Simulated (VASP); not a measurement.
Level of theory: optB88-vdW, VASP's PBE PAW potentials (set 64) (plane waves; VASP).

A VASP calculation is set up with these files.

**KPOINTS**
```
Automatic mesh
0
Gamma
12 12 7
0 0 0
```

**INCAR**
```
ISIF  =  4   # ions and shape, fixed volume
PARAM2  =  0.22
LCHARG  =  F
NELM  =  100   # most electronic steps
GGA  =  BO
NSW  =  30
PREC  =  Accurate
PARAM1  =  0.1833333333
ISMEAR  =  1
LMAXMIX  =  6   # l cut-off of mixed one-centre charges
EDIFF  =  1E-7
ALGO  =  Normal   # blocked Davidson
AGGAC  =  0.0
SIGMA  =  0.1   # width (eV)
IBRION  =  2   # conjugate gradients
EDIFFG  =  -0.01   # ionic stop
LREAL  =  F   # projection in real space or not
SYSTEM  =  Tb
LWAVE  =  F
LUSE_VDW  =  T
ENCUT  =  520
LASPH  =  T
```

File POSCAR:
```
Tb
1.0
  1.7581343907  -3.0451776507   0.0000000000
  1.7581343907   3.0451776507   0.0000000000
  0.0000000000   0.0000000000   5.4953943252
Tb
2
Direct
  0.3333330000   0.6666670000   0.2500000000
  0.6666670000   0.3333330000   0.7500000000
```

POTCAR, in this order: Tb_3 (PBE.64 set). Program: vasp_std.

What VASP printed:

OSZICAR:
```
       N       E                     dE             d eps       ncg     rms          rms(c)
DAV:   1     0.499257301234E+02    0.49926E+02   -0.89754E+03  1976   0.125E+03
DAV:   2    -0.133580800549E+01   -0.51262E+02   -0.50097E+02  2061   0.266E+02
DAV:   3    -0.364586263796E+01   -0.23101E+01   -0.21579E+01  2675   0.322E+01
DAV:   4    -0.370517482764E+01   -0.59312E-01   -0.54563E-01  2257   0.498E+00
DAV:   5    -0.370676228995E+01   -0.15875E-02   -0.15863E-02  2726   0.657E-01    0.239E+01
DAV:   6    -0.372900759696E+01   -0.22245E-01   -0.14612E-02  2315   0.103E+00    0.143E+01
DAV:   7    -0.374846949534E+01   -0.19462E-01   -0.30848E-02  2182   0.151E+00    0.218E-01
DAV:   8    -0.374868844166E+01   -0.21895E-03   -0.12722E-03  2456   0.285E-01    0.858E-02
DAV:   9    -0.374877921199E+01   -0.90770E-04   -0.31801E-04  2221   0.126E-01    0.393E-02
DAV:  10    -0.374877094328E+01    0.82687E-05   -0.26603E-05  2381   0.397E-02    0.236E-02
DAV:  11    -0.374877688889E+01   -0.59456E-05   -0.98628E-06  2266   0.197E-02    0.180E-03
DAV:  12    -0.374877717417E+01   -0.28529E-06   -0.29574E-07  2612   0.357E-03    0.471E-03
DAV:  13    -0.374877707961E+01    0.94562E-07   -0.85368E-08  1378   0.237E-03
   1 F= -.37487771E+01 E0= -.37490992E+01  d E =-.374878E+01
       N       E                     dE             d eps       ncg     rms          rms(c)
DAV:   1    -0.375057921006E+01   -0.18020E-02   -0.66375E-02  1996   0.190E+00    0.161E-01
DAV:   2    -0.374971928892E+01    0.85992E-03   -0.11224E-03  2326   0.293E-01    0.102E-01
DAV:   3    -0.374933468682E+01    0.38460E-03   -0.50204E-04  2433   0.174E-01    0.485E-02
DAV:   4    -0.374933680347E+01   -0.21167E-05   -0.68718E-05  2490   0.615E-02    0.249E-02
DAV:   5    -0.374933706036E+01   -0.25689E-06   -0.15309E-06  2515   0.914E-03    0.336E-03
DAV:   6    -0.374933701177E+01    0.48587E-07   -0.19659E-07  2119   0.323E-03
   2 F= -.37493370E+01 E0= -.37495065E+01  d E =-.559932E-03
       N       E                     dE             d eps       ncg     rms          rms(c)
DAV:   1    -0.375033221533E+01   -0.99515E-03   -0.44755E-02  1986   0.156E+00    0.132E-01
DAV:   2    -0.374974881898E+01    0.58340E-03   -0.75908E-04  2306   0.241E-01    0.848E-02
DAV:   3    -0.374949053619E+01    0.25828E-03   -0.33386E-04  2433   0.142E-01    0.422E-02
DAV:   4    -0.374949168623E+01   -0.11500E-05   -0.46401E-05  2475   0.507E-02    0.210E-02
DAV:   5    -0.374949184485E+01   -0.15862E-06   -0.10538E-06  2498   0.759E-03    0.249E-03
DAV:   6    -0.374949181067E+01    0.34185E-07   -0.12684E-07  1697   0.265E-03
   3 F= -.37494918E+01 E0= -.37495296E+01  d E =-.714731E-03
```

File OUTCAR:
```
------------------------ aborting loop because EDIFF is reached ----------------------------------------
  FORCE on cell =-STRESS in cart. coord.  units (eV):
  Direction    XX          YY          ZZ          XY          YZ          ZX
  --------------------------------------------------------------------------------------
  Total        0.9611342      0.9611339      0.9683940      0.0000000     -0.0000000      0.0000000
  in kB       26.1698388     26.1698306     26.3675099      0.0000000     -0.0000000      0.0000000
  external PRESSURE =      26.2357264 kB  Pullay stress =       0.0000000 kB
  volume of cell :       58.84
      direct lattice vectors                 reciprocal lattice vectors
     1.752507155 -3.035430959 -0.000000000     0.285305540 -0.164721256  0.000000000
     1.752507155  3.035430959 -0.000000000     0.285305540  0.164721256  0.000000000
     0.000000000  0.000000000  5.530742064     0.000000000  0.000000000  0.180807564
 POSITION                                       TOTAL-FORCE (eV/Angst)
 -----------------------------------------------------------------------------------
      1.75251      1.01181      1.38269        -0.000000      0.000000      0.000000
      1.75251     -1.01181      4.14806         0.000000     -0.000000      0.000000
 -----------------------------------------------------------------------------------
    total drift:                                0.000002      0.000102     -0.000012
  FREE ENERGIE OF THE ION-ELECTRON SYSTEM (eV)
  ---------------------------------------------------
  free  energy   TOTEN  =        -3.7494918107 eV

  energy  without entropy=       -3.7496051539  energy(sigma->0) =       -3.74952959

 reached required accuracy - stopping structural energy minimisation
```
(Selected blocks of OUTCAR.)

File CONTCAR:
```
Tb
   1.00000000000000
     1.7525071549091351   -3.0354309590984974   -0.0000000000000000
     1.7525071549091351    3.0354309590984974   -0.0000000000000000
     0.0000000000000000    0.0000000000000000    5.5307420642256551
  Tb
     2
Direct
     0.3333330000000032    0.6666669999999968    0.2500000000000000
     0.6666669999999968    0.3333330000000032    0.7500000000000000
```

The 4f electrons are frozen in the core of the lanthanide potential, so 4f levels, which can set the real gap, and their magnetism are missing.

The compound is Tb in the hcp structure. This cell is one point of a volume scan, at 0.94 of the reference volume. Symmetry was kept, so distortions that lower it aren't found.
